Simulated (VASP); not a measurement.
Method: SCAN meta-GGA, VASP's PBE PAW potentials (set 64) (plane waves; VASP).

A VASP calculation is set up with these files.

File POSCAR:
```
InAs
2.9834360
  0.0000000000   0.9999999054   0.9999999054
  0.9999999054   0.0000000000   0.9999999054
  0.9999999054   0.9999999054   0.0000000000
In As
1 1
Cartesian
  0.0000000000   0.0000000000   0.0000000000
  0.4999999527   0.4999999527   0.4999999527
```

File KPOINTS:
```
Automatic mesh
0
Gamma
10 10 10
0 0 0
```

INCAR:
```
SYSTEM = InAs
PREC = Accurate; ENCUT = 520; LREAL = F
LASPH = T
EDIFF = 1E-7; NELM = 100; ALGO = Normal
LMAXMIX = 4; LMIXTAU = T
ISMEAR = 1; SIGMA = 0.1
METAGGA = SCAN
ISIF = 2
LWAVE = F; LCHARG = F
```

POTCAR, in this order: In_d As (PBE.64 set). Program: vasp_std.

The resulting files:

### OUTCAR
```
 ion  position               nearest neighbor table
   1  0.000  0.000  0.000-   2 2.58   2 2.58   2 2.58   2 2.58
   2  0.250  0.250  0.250-   1 2.58   1 2.58   1 2.58   1 2.58
  LATTYP: Found a face centered cubic cell.
 ALAT       =     5.9668714354
 Subroutine PRICEL returns:
 Original cell was already a primitive cell.
 Subroutine GETGRP returns: Found 24 space group operations
The static configuration has the point symmetry T_d .
The dynamic configuration has the point symmetry T_d .
 Subroutine INISYM returns: Found 24 space group operations
 Subroutine IBZKPT returns following result:
 Found     47 irreducible k-points:

 Following reciprocal coordinates:
            Coordinates               Weight
  0.000000  0.000000  0.000000      1.000000
  0.100000  0.000000  0.000000      8.000000
  0.200000  0.000000  0.000000      8.000000
  0.300000  0.000000  0.000000      8.000000
  0.400000  0.000000  0.000000      8.000000
  0.500000  0.000000  0.000000      4.000000
  0.100000  0.100000  0.000000      6.000000
  0.200000  0.100000  0.000000     24.000000
  0.300000  0.100000  0.000000     24.000000
  0.400000  0.100000  0.000000     24.000000
  0.500000  0.100000  0.000000     24.000000
 -0.400000  0.100000  0.000000     24.000000
 -0.300000  0.100000  0.000000     24.000000
 -0.200000  0.100000  0.000000     24.000000
 -0.100000  0.100000  0.000000     12.000000
  0.200000  0.200000  0.000000      6.000000
  0.300000  0.200000  0.000000     24.000000
  0.400000  0.200000  0.000000     24.000000
  0.500000  0.200000  0.000000     24.000000
 -0.400000  0.200000  0.000000     24.000000
 -0.300000  0.200000  0.000000     24.000000
 -0.200000  0.200000  0.000000     12.000000
  0.300000  0.300000  0.000000      6.000000
  0.400000  0.300000  0.000000     24.000000
  0.500000  0.300000  0.000000     24.000000
 -0.400000  0.300000  0.000000     24.000000
 -0.300000  0.300000  0.000000     12.000000
  0.400000  0.400000  0.000000      6.000000
  0.500000  0.400000  0.000000     24.000000
 -0.400000  0.400000  0.000000     12.000000
  0.500000  0.500000  0.000000      3.000000
  0.300000  0.200000  0.100000     24.000000
  0.400000  0.200000  0.100000     48.000000
  0.500000  0.200000  0.100000     48.000000
 -0.400000  0.200000  0.100000     24.000000
  0.400000  0.300000  0.100000     24.000000
  0.500000  0.300000  0.100000     48.000000
 -0.400000  0.300000  0.100000     48.000000
 -0.300000  0.300000  0.100000     48.000000
 -0.200000  0.300000  0.100000     24.000000
   k-points           NKPTS =     47   k-points in BZ     NKDIM =     47   number of bands    NBANDS=     13
   number of dos      NEDOS =    301   number of ions     NIONS =      2
   total plane-waves  NPLWV =  32768
   dimension x,y,z NGX =    32 NGY =   32 NGZ =   32
   dimension x,y,z NGXF=    64 NGYF=   64 NGZF=   64
   ions per type =               1   1
   PREC   = accura    normal or accurate (medium, high low for compatibility)
   ISTART =      0    job   : 0-new  1-cont  2-samecut
   ICHARG =      2    charge: 1-file 2-atom 10-const
   ISPIN  =      1    spin polarized calculation?
   LNONCOLLINEAR =      F non collinear calculations
   LSORBIT =      F    spin-orbit coupling
   INIWAV =      1    electr: 0-lowe 1-rand  2-diag
   ENCUT  =  520.0 eV  38.22 Ry    6.18 a.u.   7.84  7.84  7.84*2*pi/ulx,y,z
   NELM   =    100;   NELMIN=  2; NELMDL= -5     # of ELM steps
   EDIFF  = 0.1E-06   stopping-criterion for ELM
   LREAL  =      F    real-space projection
   NLSPLINE    = F    spline interpolate recip. space projectors
   LMAXMIX     =    4 max onsite mixed and CHGCAR
...
```

OSZICAR:
```
       N       E                     dE             d eps       ncg     rms          rms(c)
DAV:   1     0.669282231023E+02    0.66928E+02   -0.87680E+03  1222   0.155E+03
DAV:   2    -0.488958652774E+02   -0.11582E+03   -0.11225E+03  1277   0.332E+02
DAV:   3    -0.571443616399E+02   -0.82485E+01   -0.81940E+01  1598   0.935E+01
DAV:   4    -0.573699543618E+02   -0.22559E+00   -0.22541E+00  1415   0.170E+01
DAV:   5    -0.573811807647E+02   -0.11226E-01   -0.11226E-01  1822   0.339E+00    0.442E+00
DAV:   6    -0.541898160604E+02    0.31914E+01   -0.18943E+00  1562   0.385E+01    0.257E+00
DAV:   7    -0.540741617761E+02    0.11565E+00   -0.54359E-01  1232   0.120E+01    0.192E+00
DAV:   8    -0.540092209104E+02    0.64941E-01   -0.37553E-01  1222   0.803E+00    0.174E+00
DAV:   9    -0.541496465500E+02   -0.14043E+00   -0.54154E-02  1222   0.342E+00    0.163E+00
DAV:  10    -0.540418885462E+02    0.10776E+00   -0.34365E-01  1227   0.602E+00    0.168E+00
DAV:  11    -0.541021154157E+02   -0.60227E-01   -0.35135E-01  1222   0.704E+00    0.475E-01
DAV:  12    -0.540864239411E+02    0.15691E-01   -0.23151E-02  1392   0.174E+00    0.298E-01
DAV:  13    -0.540989014417E+02   -0.12478E-01   -0.79900E-03  1227   0.120E+00    0.289E-01
DAV:  14    -0.541099509084E+02   -0.11049E-01   -0.12215E-02  1232   0.163E+00    0.217E-01
DAV:  15    -0.541099150850E+02    0.35823E-04   -0.27329E-04  1612   0.247E-01    0.210E-01
DAV:  16    -0.541092945033E+02    0.62058E-03   -0.15514E-04  1247   0.189E-01    0.224E-01
DAV:  17    -0.541125024334E+02   -0.32079E-02   -0.15625E-03  1237   0.517E-01    0.146E-01
DAV:  18    -0.541126738909E+02   -0.17146E-03   -0.18608E-03  1262   0.576E-01    0.141E-01
DAV:  19    -0.541127587689E+02   -0.84878E-04   -0.97757E-05  1752   0.120E-01    0.182E-01
DAV:  20    -0.541127588548E+02   -0.85930E-07   -0.23480E-06  1541   0.139E-02    0.189E-01
DAV:  21    -0.541126775323E+02    0.81322E-04   -0.31029E-05  1252   0.833E-02    0.203E-01
DAV:  22    -0.541126824823E+02   -0.49500E-05   -0.62783E-06  1665   0.283E-02    0.208E-01
DAV:  23    -0.541125688624E+02    0.11362E-03   -0.63045E-05  1474   0.132E-01    0.165E-01
DAV:  24    -0.541125115808E+02    0.57282E-04   -0.27468E-05  1285   0.815E-02    0.114E-01
DAV:  25    -0.541124498756E+02    0.61705E-04   -0.76194E-06  1262   0.438E-02    0.795E-02
DAV:  26    -0.541124133913E+02    0.36484E-04   -0.13367E-05  1343   0.546E-02    0.390E-02
DAV:  27    -0.541123774650E+02    0.35926E-04   -0.80162E-06  1262   0.366E-02    0.881E-03
DAV:  28    -0.541123759249E+02    0.15401E-05   -0.12765E-05  1237   0.541E-02    0.711E-03
DAV:  29    -0.541123968684E+02   -0.20943E-04   -0.45496E-06  1242   0.306E-02    0.751E-03
DAV:  30    -0.541123860673E+02    0.10801E-04   -0.32060E-06  1282   0.222E-02    0.734E-03
DAV:  31    -0.541123874308E+02   -0.13635E-05   -0.47450E-07  1412   0.932E-03    0.749E-03
DAV:  32    -0.541123857837E+02    0.16471E-05   -0.34950E-07  1242   0.865E-03    0.679E-03
DAV:  33    -0.541123827579E+02    0.30258E-05   -0.25610E-08   656   0.180E-03    0.469E-03
DAV:  34    -0.541123777859E+02    0.49720E-05   -0.36313E-08   656   0.288E-03    0.201E-03
DAV:  35    -0.541123760886E+02    0.16973E-05   -0.12082E-08   656   0.148E-03    0.101E-03
DAV:  36    -0.541123750571E+02    0.10315E-05   -0.26600E-09   651   0.810E-04    0.349E-04
DAV:  37    -0.541123743054E+02    0.75169E-06   -0.32200E-09   656   0.956E-04    0.290E-04
DAV:  38    -0.541123745034E+02   -0.19807E-06   -0.19667E-09   651   0.840E-04    0.204E-04
DAV:  39    -0.541123745631E+02   -0.59683E-07   -0.61282E-10   656   0.485E-04
   1 F= -.54112375E+02 E0= -.54112393E+02  d E =0.561549E-04
```

OUTCAR:
```
------------------------ aborting loop because EDIFF is reached ----------------------------------------
  FORCE on cell =-STRESS in cart. coord.  units (eV):
  Direction    XX          YY          ZZ          XY          YZ          ZX
  --------------------------------------------------------------------------------------
  Total        1.3613441      1.3613441      1.3613441      0.0000000     -0.0000000     -0.0000000
  in kB       41.0675168     41.0675168     41.0675168      0.0000000     -0.0000000     -0.0000000
  external PRESSURE =      41.0675168 kB  Pullay stress =       0.0000000 kB
  volume of cell :       53.11
      direct lattice vectors                 reciprocal lattice vectors
     0.000000000  2.983435718  2.983435718    -0.167592014  0.167592014  0.167592014
     2.983435718  0.000000000  2.983435718     0.167592014 -0.167592014  0.167592014
     2.983435718  2.983435718  0.000000000     0.167592014  0.167592014 -0.167592014
  FREE ENERGIE OF THE ION-ELECTRON SYSTEM (eV)
  ---------------------------------------------------
  free  energy   TOTEN  =       -54.1123745631 eV

  energy  without entropy=      -54.1124307181  energy(sigma->0) =      -54.11239328
```
(Selected blocks of OUTCAR.)

The compound is InAs in the zinc blende structure. This cell is one point of a volume scan, at 0.94 of the reference volume.
